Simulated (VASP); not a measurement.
A run of VASP 6.6.1 is set up as follows.

The input INCAR:

```
SYSTEM = CdS
  PREC = Accurate
  ENCUT = 520
  EDIFF = 1E-8
  ISMEAR = 0
  SIGMA = 0.02
  LREAL = .FALSE.
  LASPH = .TRUE.
  NELM = 60
  ALGO = Normal
  ISIF = 2
  LWAVE = .FALSE.
  LCHARG = .FALSE.
  GGA = PE
  LEPSILON = .TRUE.
```

KPOINTS

```
Automatic mesh
0
G
  8 8 8
  0 0 0
```

The input POSCAR:

```
CdS
1.0
    0.0000000000      2.9165000000      2.9165000000
    2.9165000000      0.0000000000      2.9165000000
    2.9165000000      2.9165000000      0.0000000000
Cd S
1 1
Direct
    0.0000000000      0.0000000000      0.0000000000
    0.7500000000      0.7500000000      0.7500000000
```

Potentials or basis: VASP PAW PBE potentials, release 64 (Cd, S).

Run with:

```console
$ cat potpaw_PBE.64/Cd/POTCAR potpaw_PBE.64/S/POTCAR > POTCAR
$ mpirun -np 1 vasp_std > vasp.out
```

(1) What does it give for the electronic dielectric tensor (diagonal)?

(2) What does it give for the Born charges (mean of the diagonal)?

(3) Predict the band gap on the k mesh.

Results:

(1) 6.50.

(2) Cd +2.21; S -2.21 e.

(3) 1.15 eV, direct.
